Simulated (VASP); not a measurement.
```
CsCl
1.0
    3.95873     0.00000     0.00000
    0.00000     3.95873     0.00000
    0.00000     0.00000     3.95873
Cs Cl
1 1
Direct
  0.00000   0.00000   0.00000
  0.50000   0.50000   0.50000
```

Calculation: PBEsol GGA, VASP's PBE PAW potentials (set 64) (plane waves; VASP). Run with 480 eV cut-off, 6×6×6 Γ-centred mesh, Gaussian smearing of 0.050 eV, potentials Cs_sv Cl.

Unless said otherwise, spin-orbit coupling is left out, though it shifts the bands of the heavy elements here.

Task: Estimate the energy per atom (σ→0), pressure, band gap (on the k-mesh) with the smallest direct gap where there is one.

Result: 
```
Quantity                                     Result
-----------------------------------  --------------
band gap (on the k-mesh)                    5.08 eV
smallest direct gap (on the k-mesh)         5.08 eV
energy per atom (σ→0)                -3.406 eV/atom
pressure                                  19.6 kbar
```

Total energies compare only between runs with the same potentials, cut-off and functional.

The compound is CsCl in the CsCl type structure. It was relaxed first under an external pressure of 2 GPa.
